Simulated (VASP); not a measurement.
Consider the following.

```
Er
1.0
    1.81319    -3.06361     0.00000
    1.81319     3.06361     0.00000
    0.00000     0.00000     5.43818
Er
2
Direct
  0.33333   0.66667   0.25000
  0.69414   0.36080   0.75000
```

Computed with PBE GGA, VASP's PBE PAW potentials (set 64) (plane waves; VASP). Settings: 400 eV cut-off, KSPACING 0.6 per Å, first-order Methfessel-Paxton smearing of 0.10 eV, potentials Er_3.

The 4f electrons are frozen in the core of the lanthanide potential, so 4f levels, which can set the real gap, and their magnetism are missing.

**Question.** Which forces act on the atoms, in eV/Å?

**Answer.** 
```csv
atom,Fx,Fy,Fz
Er1,0.016,0.049,0.000
Er2,-0.016,-0.049,0.000
```

**Question.** Give the stress tensor in GPa (positive for a compressed cell).

**Answer.** 
```
 0.45  -0.30   0.00
-0.30   2.04   0.00
 0.00   0.00   4.25
```
The pressure is its mean diagonal, 2.25 GPa.

The compound is Er in the hcp structure. The cell was not relaxed at this level, atoms are displaced from their ideal sites. The run is one of a series of settings (KGAMMA = .TRUE., KSPACING = 0.6, KPOINTS file removed against the base run), some of them coarse on purpose.
